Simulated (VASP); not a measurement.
An input for Quantum ESPRESSO's pw.x (written as the equivalent of a VASP run, and not itself run):

```
&CONTROL
  calculation = 'vc-relax'
  pseudo_dir = './pseudo'
  outdir = './out'
  tprnfor = .true.
  tstress = .true.
  nstep = 40
  forc_conv_thr = 0.00078
/
&SYSTEM
  ibrav = 0
  nat = 2
  ntyp = 2
  ecutwfc = 84
  occupations = 'smearing'
  smearing = 'gaussian'
  degauss = 0.003675
  input_dft = 'pbesol'
/
&ELECTRONS
  conv_thr = 7.3e-08
  electron_maxstep = 100
/
&IONS
/
&CELL
/
ATOMIC_SPECIES
  B 10.810 B.upf
  As 74.922 As.upf
CELL_PARAMETERS angstrom
     0.0000000    2.3890330    2.3890330
     2.3890330    0.0000000    2.3890330
     2.3890330    2.3890330    0.0000000
ATOMIC_POSITIONS crystal
  B    0.0000000  0.0000000  0.0000000
  As   0.2500000  0.2500000  0.2500000
K_POINTS automatic
  10 10 10 0 0 0
```

**Question.** Write the VASP files for the same calculation (PBEsol).

**Answer.** Several could match; the one computed here: 
INCAR:
```
ALGO=Normal
EDIFF=1E-6
EDIFFG=-0.02
ENCUT=620
GGA=PS
IBRION=2
ISIF=3
ISMEAR=0
LASPH=.TRUE.
LCHARG=.FALSE.
LMAXMIX=4
LREAL=.FALSE.
LWAVE=.FALSE.
NELM=100
NSW=40
PREC=Accurate
SIGMA=0.05
SYSTEM=BAs
```

### POSCAR
```
BAs
1.0
  0.0000000000   2.3890330043   2.3890330043
  2.3890330043   0.0000000000   2.3890330043
  2.3890330043   2.3890330043   0.0000000000
B As
1 1
Cartesian
  0.0000000000   0.0000000000   0.0000000000
  1.1945165021   1.1945165021   1.1945165021
```

**KPOINTS**
```
Automatic mesh
0
Gamma
10 10 10
0 0 0
```

POTCAR, in this order: B As (PBE.64 set). Program: vasp_std.

What does not carry over: the potentials are each code's own (VASP's PAW set, PseudoDojo norm-conserving files in pw.x), so ENCUT and ecutwfc are chosen apart and not converted; conv_thr bounds pw.x's estimated SCF error, while EDIFF bounds the energy change between steps; forc_conv_thr acts on force components and is met together with etot_conv_thr.

The structure was generated: BAs was put into the zinc blende type (F-43m), which need not be its known phase. It was relaxed first, which changed the volume by +6 %.
